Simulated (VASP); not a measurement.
# GaN: the band gap up a ladder of functionals, part 4 of 8

How far up the ladder of functionals must one climb to get the gap of GaN right? LASPH is on for some levels and off for others; the table marks which. The start is a cell from a database of measured crystal structures.

VASP 6.6.1, plane waves and PAW; the level of theory is named at each step.

Still holding for the runs below: Spin-orbit coupling is off here; it would split degenerate levels.

So far, least gap on mesh and path (eV): step 2 (bands, level LDA, k 5×5×3) 1.98; step 3 (bands, level PBE, k 5×5×3) 1.97; step 4 (bands, level r2SCAN, k 5×5×3) 2.37; step 5 (bands, level TB-mBJ, k 5×5×3) 3.15; step 6 (bands, level SCAN, k 5×5×3) 2.27.

The database entry behind the starting cell differs from later determinations by our own check (about 0.3 % short, ideal inner coordinate), so it need not match the best structure at ambient conditions.

## 7. Bands with LAK, k 5×5×3

This step: LAK; plane waves and PAW (Ga_d, N) (VASP 6.6.1).

LAK is a meta-GGA built to open gaps without exact exchange.

Contents of INCAR:

```
SYSTEM = GaN
PREC = Accurate
ENCUT = 520
EDIFF = 1E-06
NELM = 100
ISMEAR = 0
SIGMA = 0.02
LREAL = .FALSE.
ALGO = Normal
METAGGA = LAK
LASPH = .TRUE.
NBANDS = 32
LORBIT = 11
LWAVE = .FALSE.
LCHARG = .FALSE.
KPAR = 8
```

Contents of POSCAR:

```
GaN
1.0
    3.1800000000      0.0000000000      0.0000000000
   -1.5900000000      2.7539607840      0.0000000000
    0.0000000000      0.0000000000      5.1660000000
Ga N
2 2
Direct
    0.3333333333      0.6666666667      0.0000000000
    0.6666666667      0.3333333333      0.5000000000
    0.3333333333      0.6666666667      0.3750000000
    0.6666666667      0.3333333333      0.8750000000
```

Contents of KPOINTS:

```
Automatic mesh
0
Gamma
5 5 3
0 0 0
```

Contents of KPOINTS_OPT:

```
Line mode
16
Line-mode
Reciprocal
  0.00000000   0.00000000   0.00000000 GAMMA
  0.50000000   0.00000000   0.00000000 M

  0.50000000   0.00000000   0.00000000 M
  0.33333333   0.33333333   0.00000000 K

  0.33333333   0.33333333   0.00000000 K
  0.00000000   0.00000000   0.00000000 GAMMA

  0.00000000   0.00000000   0.00000000 GAMMA
  0.00000000   0.00000000   0.50000000 A

  0.00000000   0.00000000   0.50000000 A
  0.50000000   0.00000000   0.50000000 L

  0.50000000   0.00000000   0.50000000 L
  0.33333333   0.33333333   0.50000000 H

  0.33333333   0.33333333   0.50000000 H
  0.00000000   0.00000000   0.50000000 A

  0.50000000   0.00000000   0.50000000 L
  0.50000000   0.00000000   0.00000000 M

  0.33333333   0.33333333   0.00000000 K
  0.33333333   0.33333333   0.50000000 H
```

PAW data sets: Ga_d and N (PBE family, release 64).

On the command line:

```
> mpirun -np 8 vasp_std
```

Numbers of over 12 decimals in the logs are rounded to 6 here.

The program printed:

```text
[... set-up lines as in an earlier step ...]
 entering main loop
       N       E                     dE             d eps       ncg     rms          rms(c)
DAV:   1     0.317941682917E+03    0.31794E+03   -0.16307E+04   800   0.212E+03
DAV:   2     0.333460667001E+02   -0.28460E+03   -0.25970E+03   656   0.498E+02
DAV:   3    -0.771428358785E+01   -0.41060E+02   -0.40465E+02   760   0.130E+02
DAV:   4    -0.899666532528E+01   -0.12824E+01   -0.12813E+01   744   0.261E+01
[...]
DAV:  15     0.775484421125E+01   -0.59460E-05   -0.11654E-07   440   0.535E-03    0.158E-03
DAV:  16     0.775484285718E+01   -0.13541E-05   -0.94314E-08   400   0.418E-03    0.826E-04
DAV:  17     0.775484206938E+01   -0.78780E-06   -0.28391E-08   392   0.151E-03
   1 F= 0.77548421E+01 E0= 0.77548421E+01  d E =-.770955E-46
 Start KPOINTS_OPT (optional k-point list driver)
k-point batch [1-10\144]
       N       E                     dE             ncg
DAV:   1     0.158463323288E+04   -0.20320E+04      824
DAV:   2    -0.125946104733E+04   -0.28441E+04      664
DAV:   3    -0.163968326751E+04   -0.38022E+03      760
DAV:   4    -0.165121148192E+04   -0.11528E+02      672
DAV:   5    -0.165139695587E+04   -0.18547E+00      832
DAV:   6    -0.165140391247E+04   -0.69566E-02      824
DAV:   7    -0.165140409858E+04   -0.18610E-03      872
DAV:   8    -0.165140410112E+04   -0.25418E-05      584
DAV:   9    -0.165140410118E+04   -0.63140E-07      520
[...]
k-point batch [141-144\144]
       N       E                     dE             ncg
DAV:   1     0.995129723146E+04   -0.54643E+04      288
DAV:   2     0.872170957616E+04   -0.12296E+04      256
DAV:   3     0.855053781350E+04   -0.17117E+03      312
DAV:   4     0.854494722162E+04   -0.55906E+01      288
DAV:   5     0.854486685640E+04   -0.80365E-01      312
DAV:   6     0.854486355391E+04   -0.33025E-02      336
DAV:   7     0.854486347201E+04   -0.81898E-04      336
DAV:   8     0.854486347164E+04   -0.37203E-06      256
```

It took 32 s on 8 MPI ranks of Intel Xeon 6975P-C (Granite Rapids), shared host; peak memory 1.5 GiB.

OUTCAR, selected parts (step 7):

```text
  Total        2.1580686      2.1580686      2.6577346      0.0000000      0.0000000     -0.0000000
  in kB       76.4251944     76.4251944     94.1202180      0.0000000      0.0000000     -0.0000000
  external PRESSURE =      82.3235356 kB  Pullay stress =       0.0000000 kB

 POSITION                                       TOTAL-FORCE (eV/Angst)
 -----------------------------------------------------------------------------------
     -0.00000      1.83597      0.00000         0.000000     -0.000000     -0.187066
      1.59000      0.91799      2.58300        -0.000000     -0.000000     -0.187066
     -0.00000      1.83597      1.93725         0.000000     -0.000000      0.187066
      1.59000      0.91799      4.52025         0.000000      0.000000      0.187066
 -----------------------------------------------------------------------------------
    total drift:                                0.000003      0.000005     -0.064980

  FREE ENERGIE OF THE ION-ELECTRON SYSTEM (eV)
  ---------------------------------------------------
  free  energy   TOTEN  =         7.7548420694 eV

  energy  without entropy=        7.7548420694  energy(sigma->0) =        7.75484207

[... 2 parts as in an earlier step ...]

[... 1 further part left out ...]
[key lines of the parts left out:]
E-fermi :   5.6258
```

At this level the cell is under a pressure of 8.2 GPa, so at these settings it is away from equilibrium.

Electronic bands along the path, in eV, zero at the valence-band top; v1 is the highest filled band, c1 the lowest empty one:

```tsv
point	v4	v3	v2	v1	c1	c2	c3	c4
Γ	-1.08	-0.06	0.00	0.00	2.79	5.29	10.49	11.02
0.47 of the way	-2.62	-1.96	-0.65	-0.45	5.04	6.98	8.55	9.73
M	-4.26	-2.83	-2.22	-1.01	6.04	6.59	6.97	9.86
0.47 of the way	-4.23	-3.55	-2.36	-1.80	6.53	7.47	7.59	9.70
K	-5.31	-3.03	-3.03	-2.72	6.01	8.99	8.99	9.54
0.47 of the way	-3.94	-2.61	-1.16	-1.05	6.14	7.87	8.32	8.67
Γ	-1.08	-0.06	0.00	0.00	2.79	5.29	10.49	11.02
0.53 of the way	-0.91	-0.91	-0.19	-0.19	4.05	5.39	10.01	10.67
A	-0.55	-0.55	-0.55	-0.55	5.20	5.20	9.69	9.69
0.47 of the way	-2.04	-2.04	-1.25	-1.25	6.24	6.24	8.74	8.74
L	-1.99	-1.99	-1.96	-1.96	5.36	5.36	8.91	8.91
0.47 of the way	-3.11	-3.11	-1.66	-1.66	6.24	6.24	9.24	9.24
H	-4.20	-4.20	-1.55	-1.55	7.53	7.53	8.30	8.30
0.53 of the way	-2.08	-2.08	-1.71	-1.71	6.62	6.62	8.72	8.72
A	-0.55	-0.55	-0.55	-0.55	5.20	5.20	9.69	9.69
jump to L	-1.99	-1.99	-1.96	-1.96	5.36	5.36	8.91	8.91
0.47 of the way	-3.24	-2.56	-1.70	-1.36	5.20	6.06	8.75	8.93
M	-4.26	-2.83	-2.22	-1.01	6.04	6.59	6.97	9.86
jump to K	-5.31	-3.03	-3.03	-2.72	6.01	8.99	8.99	9.54
0.47 of the way	-5.05	-3.16	-2.31	-2.31	6.70	8.40	8.40	9.32
H	-4.20	-4.20	-1.55	-1.55	7.53	7.53	8.30	8.30
```

Of the projections kept (Ga, N), the largest for each band there; the rest of the weight can lie on other orbitals:

```tsv
point	v4	v3	v2	v1	c1	c2	c3	c4
Γ	N 0.72	N 0.76	N 0.77	N 0.77	N 0.55	Ga 0.73	N 0.79	Ga 1.00
M	N 0.56	N 0.66	N 0.65	N 0.73	Ga 0.90	Ga 0.63	Ga 0.56	N 0.62
K	N 0.57	N 0.62	N 0.62	N 0.64	Ga 0.91	N 0.53	N 0.53	N 0.67
Γ	N 0.72	N 0.76	N 0.77	N 0.77	N 0.55	Ga 0.73	N 0.79	Ga 1.00
A	N 0.74	N 0.74	N 0.74	N 0.74	N 0.52	N 0.52	Ga 0.65	Ga 0.65
L	N 0.68	N 0.68	N 0.68	N 0.68	Ga 0.76	Ga 0.76	Ga 0.79	Ga 0.79
```

The electronic bands as a text plot (rows in eV, shown from -7.1 to 8.3 only):

```
    8.0 |    ++    +   + ++                    +           +   ++
    7.3 |      +  +     +                     +++           +  ++
    6.7 |  +++++++++   +   ++                +   ++++       + +
    6.1 | +   ++++  +++  +           +++    +        ++  +++++
    5.4 |+   +            +  ++++++++   ++++           ++ ++
    4.8 |   +              +     ++                      +
    4.1 |  +                +   +
    3.5 | +                  +
    2.8 |+                    ++
    2.2 |
    1.6 |
    0.9 |
    0.3 |*                    **
   -0.4 |*****             *********                   **
   -1.0 |**  *****       ** ******  ***              ***   **
   -1.6 | ***  *  *     *  ***  *    * *** ***********   ***   **
   -2.3 |    ** ***** **  ***    *    ******       **    ** * *
   -2.9 |  **  ***  **   * *                *     *       *****
   -3.6 |   **    *** * * *       **         *   *     **  *   *
   -4.2 |     ******   ***        * ***       ***    **     *   *
   -4.9 |    ***   ** * *              *           **         **
   -5.5 |       *** *****        *                *        ****
   -6.1 |   ********     **     *       **   *****       **    **
   -6.8 |***               *****          ***            ****
         Γ      M    K        Γ   A       L    H       A|L M|K  H
```

The gap is 2.79 eV, direct at Γ. Against LDA that is +0.81 eV; this run took 3.6 times the core time. The direct gap lies -0.72 eV from the measured 3.50 eV.

## 8. Starting orbitals for the hybrid

This step: PBE; plane waves and PAW (Ga_d, N) (VASP 6.6.1).

A hybrid converges badly from random orbitals, so a cheap semilocal run writes a WAVECAR on the same mesh first.

Contents of INCAR:

```
SYSTEM = GaN
PREC = Accurate
ENCUT = 520
EDIFF = 1E-05
NELM = 100
ISMEAR = 0
SIGMA = 0.02
LREAL = .FALSE.
ALGO = Normal
GGA = PE
NBANDS = 24
LORBIT = 11
LWAVE = .TRUE.
LCHARG = .FALSE.
KPAR = 8
```

POSCAR is that of step 7.

KPOINTS is that of step 7.

On the command line:

```
> mpirun -np 8 vasp_std
```

The program printed:

```text
[... set-up lines as in an earlier step ...]
 entering main loop
       N       E                     dE             d eps       ncg     rms          rms(c)
DAV:   1     0.263730478023E+03    0.26373E+03   -0.18419E+04   520   0.282E+03
DAV:   2     0.334896815769E+01   -0.26038E+03   -0.24780E+03   528   0.496E+02
DAV:   3    -0.271370766224E+02   -0.30486E+02   -0.30236E+02   528   0.141E+02
DAV:   4    -0.283167784242E+02   -0.11797E+01   -0.11761E+01   680   0.293E+01
DAV:   5    -0.283319874287E+02   -0.15209E-01   -0.15207E-01   552   0.294E+00    0.110E+01
DAV:   6    -0.241590596221E+02    0.41729E+01   -0.12683E+01   808   0.534E+01    0.305E+00
DAV:   7    -0.242785117769E+02   -0.11945E+00   -0.16588E+00   520   0.100E+01    0.274E+00
DAV:   8    -0.242737618683E+02    0.47499E-02   -0.17908E-01   752   0.658E+00    0.715E-01
DAV:   9    -0.242582191152E+02    0.15543E-01   -0.71476E-02   824   0.458E+00    0.331E-01
DAV:  10    -0.242589846222E+02   -0.76551E-03   -0.40663E-03   528   0.609E-01    0.123E-01
DAV:  11    -0.242588999234E+02    0.84699E-04   -0.11702E-03   720   0.605E-01    0.285E-02
DAV:  12    -0.242589114463E+02   -0.11523E-04   -0.12379E-04   528   0.845E-02    0.171E-02
DAV:  13    -0.242589116368E+02   -0.19052E-06   -0.28359E-05   472   0.849E-02
   1 F= -.24258912E+02 E0= -.24258912E+02  d E =-.123568E-28
 writing wavefunctions
```

Run time: 2.2 s. Hardware: 8 MPI ranks; peak memory 1.3 GiB.

From OUTCAR (step 8):

```text
   k-points           NKPTS =     10   k-points in BZ     NKDIM =     10   number of bands    NBANDS=     24

   NELECT =      36.0000    total number of electrons

 E-fermi :   5.5927

 k-point     1 :       0.0000    0.0000    0.0000
  band No.  band energies     occupation
    ...
     14       4.3763      2.00000
     15       4.3763      2.00000
     16       5.3787      2.00000
     17       5.4398      2.00000
     18       5.4398      2.00000
     19       7.4080      0.00000
     20       9.7323      0.00000
     21      14.6943      0.00000
     22      15.3477      0.00000
     23      15.3477      0.00000
    ...

  Total        1.8492951      1.8492951      2.4234625      0.0000000      0.0000000      0.0000000
  in kB       65.4903819     65.4903819     85.8237765      0.0000000      0.0000000      0.0000000
  external PRESSURE =      72.2681801 kB  Pullay stress =       0.0000000 kB

 POSITION                                       TOTAL-FORCE (eV/Angst)
 -----------------------------------------------------------------------------------
     -0.00000      1.83597      0.00000         0.000000     -0.000000     -0.133535
      1.59000      0.91799      2.58300        -0.000000      0.000000     -0.133535
     -0.00000      1.83597      1.93725         0.000000     -0.000000      0.133535
      1.59000      0.91799      4.52025        -0.000000      0.000000      0.133535
 -----------------------------------------------------------------------------------
    total drift:                               -0.000001     -0.000001     -0.000041

  FREE ENERGIE OF THE ION-ELECTRON SYSTEM (eV)
  ---------------------------------------------------
  free  energy   TOTEN  =       -24.2589116368 eV

  energy  without entropy=      -24.2589116368  energy(sigma->0) =      -24.25891164

[... 9 parts as in an earlier step ...]

[... 7 further parts left out ...]
```

The gap is read on the k-mesh alone, so it is an upper bound where the band edges lie off the mesh. At this level the cell is under a pressure of 7.2 GPa, so at these settings it is away from equilibrium.

A gap read on the k-mesh alone can miss the band edges.

This step gave:

| Quantity | Value |
| --- | --- |
| SCF cycles | 13 |
| bands | 24 |
| free energy (TOTEN) | -24.26 eV |
| Fermi energy | 5.593 eV |
| pressure | 7.227 GPa |
| gap on the k-mesh | 1.968 eV |
| least direct gap on the k-mesh | 1.968 eV |

Force by atom:

```tsv
atom	x (eV/Å)	y (eV/Å)	z (eV/Å)	size
Ga1	0.000	0.000	-0.134	0.134
Ga2	0.000	0.000	-0.134	0.134
N3	0.000	0.000	0.134	0.134
N4	0.000	0.000	0.134	0.134
```

## 9. Bands with HSE06, k 5×5×3

This step: HSE06; plane waves and PAW (Ga_d, N) (VASP 6.6.1).

HSE06 mixes in a quarter of exact exchange at short range, at far higher cost; in semiconductors this cures much of the gap error, while metals seldom gain.

Contents of INCAR:

```
SYSTEM = GaN
PREC = Accurate
ENCUT = 520
EDIFF = 1E-06
NELM = 100
ISMEAR = 0
SIGMA = 0.02
LREAL = .FALSE.
ALGO = Normal
LHFCALC = .TRUE.
AEXX = 0.25
GGA = PE
HFSCREEN = 0.2
LASPH = .TRUE.
NBANDS = 24
PRECFOCK = Fast
LORBIT = 11
LWAVE = .FALSE.
LCHARG = .FALSE.
KPAR = 8
```

POSCAR is that of step 8.

KPOINTS is that of step 8.

Changes to KPOINTS_OPT since step 7:

```diff
@@ -1,3 +1,3 @@
 Line mode
-16
+6
 Line-mode
```

The WAVECAR or CHGCAR of an earlier step is read.

On the command line:

```
> mpirun -np 8 vasp_std
```

The program printed:

```text
[banner, memory and clock lines left out]
running    8 mpi-ranks, on    1 nodes
[...]
[... a notice as in an earlier step ...]

 LDA part: xc-table for (Slater+PW92), standard interpolation
 found WAVECAR, reading the header
 POSCAR, INCAR and KPOINTS ok, starting setup
[...]
reading WAVECAR
 the WAVECAR file was read successfully
 initial charge from wavefunction
 entering main loop
       N       E                     dE             d eps       ncg     rms          rms(c)
DAV:   1    -0.295756976557E+02   -0.29576E+02   -0.12127E+00   704   0.306E+01    0.790E-01
DAV:   2    -0.295734814283E+02    0.22162E-02   -0.13844E-01   760   0.721E+00    0.590E-01
DAV:   3    -0.295699913535E+02    0.34901E-02   -0.16457E-02   736   0.255E+00    0.351E-01
DAV:   4    -0.295696490175E+02    0.34234E-03   -0.43062E-03   712   0.671E-01    0.161E-01
[...]
DAV:   9    -0.295693653111E+02    0.32014E-05   -0.14117E-06   336   0.109E-02    0.106E-02
DAV:  10    -0.295693640841E+02    0.12270E-05   -0.56991E-07   264   0.735E-03    0.640E-03
DAV:  11    -0.295693635989E+02    0.48522E-06   -0.25558E-07   264   0.499E-03
   1 F= -.29569364E+02 E0= -.29569364E+02  d E =-.126638E-24
 Start KPOINTS_OPT (optional k-point list driver)
k-point batch [1-10\54]
       N       E                     dE             ncg
DAV:   1     0.902337231127E+03   -0.86062E+04      528
DAV:   2    -0.204011789724E+04   -0.29425E+04      488
DAV:   3    -0.241615561851E+04   -0.37604E+03      584
DAV:   4    -0.243417724790E+04   -0.18022E+02      664
DAV:   5    -0.243447994520E+04   -0.30270E+00      608
DAV:   6    -0.243448704528E+04   -0.71001E-02      736
DAV:   7    -0.243448717479E+04   -0.12951E-03      600
DAV:   8    -0.243448717781E+04   -0.30112E-05      520
DAV:   9    -0.243448717795E+04   -0.14502E-06      400
[...]
k-point batch [51-54\54]
       N       E                     dE             ncg
DAV:   1     0.895503327540E+04   -0.59483E+04      200
DAV:   2     0.778062366951E+04   -0.11744E+04      200
DAV:   3     0.763352488931E+04   -0.14710E+03      248
DAV:   4     0.762747132134E+04   -0.60536E+01      232
DAV:   5     0.762736328114E+04   -0.10804E+00      256
DAV:   6     0.762735960698E+04   -0.36742E-02      272
DAV:   7     0.762735956324E+04   -0.43736E-04      208
DAV:   8     0.762735956282E+04   -0.41968E-06      168
```

Wall time 6.7 min (8 MPI ranks); peak memory 2.3 GiB; 53 min of CPU time.

OUTCAR, selected parts (step 9):

```text
 POSITION                                       TOTAL-FORCE (eV/Angst)
 -----------------------------------------------------------------------------------
     -0.00000      1.83597      0.00000        -0.000000     -0.000000     -0.153021
      1.59000      0.91799      2.58300         0.000000      0.000000     -0.153021
     -0.00000      1.83597      1.93725         0.000000     -0.000000      0.153021
      1.59000      0.91799      4.52025         0.000000     -0.000000      0.153021
 -----------------------------------------------------------------------------------
    total drift:                               -0.000000     -0.000003     -0.000090

  FREE ENERGIE OF THE ION-ELECTRON SYSTEM (eV)
  ---------------------------------------------------
  free  energy   TOTEN  =       -29.5693635989 eV

  energy  without entropy=      -29.5693635989  energy(sigma->0) =      -29.56936360

[... 1 part as in an earlier step ...]

[... 2 further parts left out ...]
[key lines of the parts left out:]
E-fermi :   4.7367
```

Electronic bands along the path, in eV, zero at the valence-band top; v1 is the highest filled band, c1 the lowest empty one:

```tsv
point	v4	v3	v2	v1	c1	c2	c3	c4
Γ	-1.15	-0.06	0.00	0.00	3.28	5.77	11.06	11.52
0.40 of the way	-2.28	-1.89	-0.52	-0.36	5.22	7.38	9.41	10.35
M	-4.58	-3.00	-2.41	-1.07	6.39	7.04	7.49	10.57
0.40 of the way	-4.50	-3.68	-2.52	-1.74	6.98	7.55	8.00	10.45
K	-5.68	-3.27	-3.27	-2.94	6.31	9.72	9.72	10.00
0.40 of the way	-4.71	-3.22	-1.56	-1.41	7.25	7.89	9.13	9.23
Γ	-1.15	-0.06	0.00	0.00	3.28	5.77	11.06	11.52
0.60 of the way	-0.92	-0.92	-0.25	-0.25	4.79	5.91	10.45	10.93
A	-0.59	-0.59	-0.59	-0.59	5.74	5.74	10.17	10.17
0.40 of the way	-2.03	-2.03	-1.17	-1.17	6.78	6.78	9.26	9.26
L	-2.11	-2.11	-2.07	-2.07	5.72	5.72	9.44	9.44
0.40 of the way	-3.12	-3.12	-1.77	-1.77	6.45	6.45	9.75	9.75
H	-4.55	-4.55	-1.61	-1.61	7.99	7.99	8.75	8.75
0.60 of the way	-2.11	-2.11	-1.54	-1.54	7.08	7.08	9.17	9.17
A	-0.59	-0.59	-0.59	-0.59	5.74	5.74	10.17	10.17
jump to L	-2.11	-2.11	-2.07	-2.07	5.72	5.72	9.44	9.44
0.40 of the way	-3.25	-2.65	-1.76	-1.52	5.49	6.39	9.37	9.53
M	-4.58	-3.00	-2.41	-1.07	6.39	7.04	7.49	10.57
jump to K	-5.68	-3.27	-3.27	-2.94	6.31	9.72	9.72	10.00
0.40 of the way	-5.53	-3.31	-2.64	-2.64	6.86	9.17	9.17	9.85
H	-4.55	-4.55	-1.61	-1.61	7.99	7.99	8.75	8.75
```

Of the projections kept (Ga, N), the largest for each band there; the rest of the weight can lie on other orbitals:

```tsv
point	v4	v3	v2	v1	c1	c2	c3	c4
Γ	N 0.71	N 0.77	N 0.78	N 0.78	N 0.58	Ga 0.73	N 0.81	Ga 1.00
M	N 0.55	N 0.66	N 0.64	N 0.72	Ga 0.90	Ga 0.63	Ga 0.54	N 0.62
K	Ga 0.55	N 0.62	N 0.62	N 0.64	Ga 0.91	N 0.54	N 0.54	N 0.69
Γ	N 0.71	N 0.77	N 0.78	N 0.78	N 0.58	Ga 0.73	N 0.81	Ga 1.00
A	N 0.74	N 0.74	N 0.74	N 0.74	N 0.52	N 0.52	Ga 0.64	Ga 0.64
L	N 0.68	N 0.68	N 0.68	N 0.68	Ga 0.75	Ga 0.75	Ga 0.82	Ga 0.82
```

The electronic bands as a text plot (rows in eV, shown from -7.7 to 8.7 only):

```
    8.4 |    ++    +                           +               ++
    7.7 |      ++++     ++++                  ++++          +  +
    7.0 |  ++++++++   ++++           ++      +    ++++      + +
    6.4 | +  ++++  +++      ++      +  +    +         ++ +++++
    5.7 |+                ++  ++++++    ++++            ++++
    5.0 |  ++                    +
    4.3 | +                 ++  +
    3.6 |                      +
    2.9 |+                    +
    2.3 |
    1.6 |
    0.9 |
    0.2 |**                   ***
   -0.5 | *****           **** * ****                   *
   -1.2 |**  *****      **  ******  ***               **   **
   -1.9 | ***  *  *     ******   *   *****************   ***   **
   -2.5 |  ********** **               *   *      **     **** *
   -3.2 |  **   **  **  ****                *             * ***
   -3.9 |    **   *** **  **      ***        *  **    ***  *   **
   -4.6 |      *****  ****           **       **    **      *
   -5.3 |    ***  ***                  *                      ***
   -6.0 |       **  ******       *                **       ****
   -6.6 |    *******      **    *       **  ******       ** *  **
   -7.3 |****               ****          **             ***
         Γ      M    K        Γ   A       L    H       A|L M|K  H
```

The gap is 3.28 eV, direct at Γ. Against LDA that is +1.30 eV; this run took 45 times the core time, on fewer points of the path. The direct gap lies -0.23 eV from the measured 3.50 eV.

(Continued in part 5 of 8.)

[Lines on the potential files, build, host, timing and source positions are cut from VASP's logs without a mark.]

[Logs are printed without paths, hosts, clocks, repeated set-up lines and the standing remarks that a program may print on its own settings, such as how far it seeks lower states.]

[Hosts, paths, dates, database ids (printed as entryN), source tags and the programs' standing remarks are cut or masked in the printed files.]

[A measured line is paired with the nearest computed mode of its activity, which favours agreement.]
